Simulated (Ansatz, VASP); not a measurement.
## GeMo: VASP beside Ansatz

File POSCAR:

```
GeMo
1.0
    2.6198102412      0.0000000000      0.0000000000
    0.0000000000      2.6198102412      0.0000000000
    0.0000000000      0.0000000000      2.6198102412
Mo Ge
1 1
Direct
    0.0000000000      0.0000000000      0.0000000000
    0.5000000000      0.5000000000      0.5000000000
```

Contents of INCAR.step1:

```
SYSTEM = GeMo
PREC = Accurate ; ENCUT = 520
ISMEAR = -1 ; SIGMA = 0.05
LREAL = .False. ; LASPH = .True.
NELM = 80 ; NBANDS = 21
GGA = PE ; ALGO = Normal
EDIFF = 1E-4 ; LWAVE = .True.
LCHARG = .False.
```

File INCAR.step2:

```
SYSTEM = GeMo
PREC = Accurate ; ENCUT = 520
EDIFF = 1E-7 ; ISMEAR = -1
SIGMA = 0.05 ; LREAL = .False.
LASPH = .True. ; NELM = 80
ALGO = Normal ; ISIF = 2
LWAVE = .False. ; LCHARG = .False.
METAGGA = R2SCAN ; LMIXTAU = .True.
NBANDS = 21 ; ISTART = 1
```

The input KPOINTS:

```
regular mesh
0
Gamma
  14 14 14
  0 0 0
```

Input for Ansatz:

```yaml
crystal:
  lattice:
    - [2.6198102412, 0.0, 0.0]
    - [0.0, 2.6198102412, 0.0]
    - [0.0, 0.0, 2.6198102412]
  atoms:
    - { symbol: Mo, position: [0.0, 0.0, 0.0] }
    - { symbol: Ge, position: [0.5, 0.5, 0.5] }
kpoints:
  mp_grid: { grid: [14, 14, 14] }
scf:
  occupations: { method: fermi_dirac, width: 0.05 }
hamiltonian:
  xc: r2scan
  pseudopotentials: { kind: paw }
output:
  forces: true
  stress: true
  eigenvalues: true
  populations: true
```

Change from the starting cell: volume scaled by 0.6, PAW files.

Alike in both runs: task single point; functional r2SCAN; k mesh 14 × 14 × 14; occupations fermi-dirac, width 0.05 eV; no spin polarisation.

|  | VASP | Ansatz |
| --- | --- | --- |
| version | VASP 6.6.1 | Ansatz 0.2.0 |
| potentials or method | VASP PAW PBE potentials, release 64 (Mo_sv, Ge_d) | PAW with Ansatz's default frozen-core files, scalar-relativistic |
| plane-wave cutoff (eV) | 520 | 500 |
| valence electrons in the cell | 28 | 28 |

VASP gave:

- pressure (GPa): 319.4

Q: What did Ansatz give for the same quantities?

A: Pressure (GPa): 314.5.

The functional is the same, so the differences come from potentials, cutoffs and numerics.

Caveats: the cell as given lies far from equilibrium; so large a pressure means that the cell lies far from this level's equilibrium, or that cutoff or potentials fall short (VASP); the potentials were made for another functional, which shifts forces and pressure (VASP).
